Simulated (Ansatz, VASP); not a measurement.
# Two plane-wave programs on HgF4

```
F Hg
1.0
     0.00000    4.16605    0.00000
     4.16605    0.00000    0.00000
     2.08303    2.08303   -3.93847
F Hg
4 1
Direct
  0.24500 0.24500 0.51000
  0.75500 0.75500 0.49000
  0.50000 0.00000 0.00000
  0.00000 0.50000 0.00000
  0.00000 0.00000 0.00000
```

The cell was built by a generator and needn't be a form met in nature.

Alike in both runs: task single point; functional PBE; k mesh 7 × 7 × 7; no spin polarisation.

|  | VASP | Ansatz |
| --- | --- | --- |
| version | VASP 6.6.1 | Ansatz 0.2.0 |
| potentials or method | VASP PAW PBE potentials, release 64 (F, Hg) | PAW plane waves |
| plane-wave cutoff (eV) | 520 | 420 |
| occupations | methfessel-paxton of order 1, width 0.037 eV | cold, width 0.037 eV |
| valence electrons in the cell | 40 | 48 |

```tsv
	VASP	Ansatz	Ansatz less VASP
pressure (GPa)	10.2	7.6	-2.62
largest component of the traceless stress (GPa)	0.04	2.22	+2.171
rms of the force components (eV/Å)	0.320	0.108	-0.2119
```

Atom by atom the forces differ by 0.212 eV/Å (rms over components). The two sets of potentials don't hold the same shells in valence.

Spin-orbit coupling is left out, which matters for the levels of Hg.
